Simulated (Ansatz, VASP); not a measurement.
Two plane-wave programs on LuF4

```
Lu F
1.0
     4.22910    0.00000    0.00000
     0.00000    4.22910    0.00000
     0.00000    0.00000    4.22910
Lu F
1 4
Direct
  0.00000 0.00000 0.00000
  0.50000 0.50000 0.50000
  0.00000 0.50000 0.50000
  0.50000 0.00000 0.50000
  0.50000 0.50000 0.00000
```

Alike in both runs: task single point; functional PBE; k mesh 4 × 4 × 4; occupations gaussian, width 0.1 eV; no spin polarisation.

|  | VASP | Ansatz |
| --- | --- | --- |
| version | VASP 6.6.1 | Ansatz 0.2.0 |
| potentials or method | VASP PAW PBE potentials, release 64 (Lu, F) | scalar-relativistic, plane waves, PAW |
| plane-wave cutoff (eV) | 520 | 420 |
| valence electrons in the cell | 53 | 53 |

```tsv
	VASP	Ansatz	Ansatz less VASP
gap on the k mesh at the Fermi level (eV)	none	none	-
pressure (GPa)	-10.9	-10.7	+0.15
```

A gap of «none» marks a metal or a gap that the smearing closes. The functional is the same, so the differences come from potentials, cutoffs and numerics.

Caveats: the k mesh is coarse (spacing up to 0.37 Å⁻¹), so the values aren't converged; an odd number of electrons without spin polarisation forces a metal; a magnetic or distorted state may lie lower. Spin-orbit coupling is left out, which matters for the levels of Lu.
